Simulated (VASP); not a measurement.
Input for VASP

**POSCAR**
```
Hg3Sb
1.0
 -2.1098767241   2.1098767241   5.2455718182
  2.1098767241  -2.1098767241   5.2455718182
  2.1098767241   2.1098767241  -5.2455718182
Hg Sb
3 1
Cartesian
 -0.0000000000   2.1098767241   2.6227859091
  2.1098767241   0.0000000000   2.6227859091
  0.0000000000   0.0000000000   5.2455718182
  0.0000000000   0.0000000000   0.0000000000
```

**INCAR**
```
ALGO=Normal
EDIFF=1E-6
EDIFFG=-0.02
ENCUT=400
IBRION=2
ISIF=3
ISMEAR=1
LASPH=T
LCHARG=F
LMAXMIX=6
LREAL=F
LWAVE=F
NELM=100
NSW=60
PREC=Accurate
SIGMA=0.1
SYSTEM=Hg3Sb
```

### KPOINTS
```
Automatic mesh
0
gamma
 9 9 9
```

POTCAR, in this order: Hg Sb (LDA.64 set). Program: vasp_std.

Q: Write an equivalent input for Ansatz.

A: One equivalent input (not run):
Ansatz 0.2 input:
```yaml
crystal:
  lattice:
    - [-2.1098767, 2.1098767, 5.2455718]
    - [2.1098767, -2.1098767, 5.2455718]
    - [2.1098767, 2.1098767, -5.2455718]
  atoms:
    - { symbol: Hg, position: [0.7500000, 0.2500000, 0.5000000] }
    - { symbol: Hg, position: [0.2500000, 0.7500000, 0.5000000] }
    - { symbol: Hg, position: [0.5000000, 0.5000000, 0.0000000] }
    - { symbol: Sb, position: [0.0000000, 0.0000000, 0.0000000] }
kpoints:
  mp_grid: { grid: [9, 9, 9] }
hamiltonian:
  xc: lda
  pseudopotentials: { kind: paw }
scf:
  occupations: { method: methfessel_paxton, width: 0.1 }
  max_iter: 100
relax:
  max_steps: 60
  f_tol: 0.02
  cell: {}
output: { forces: true, stress: true, eigenvalues: true }
```
The two are equivalent in intent, not identical: each code has its own PAW files, so the cut-off isn't converted (ENCUT is set for VASP's; basis.ecutwfc is left out, and Ansatz then takes the one that its files recommend); Ansatz stops its SCF on the density residual and VASP on the energy change (EDIFF); Ansatz's lda is the Perdew-Wang form, while the LDA potentials of VASP carry Perdew-Zunger's.

The structure comes from a computed database's Hg3Sb entry (I4/mmm); how it stands against other phases isn't given here. This run relaxes it. Symmetry was kept, so distortions that lower it aren't found. The start is the result of an earlier pass.
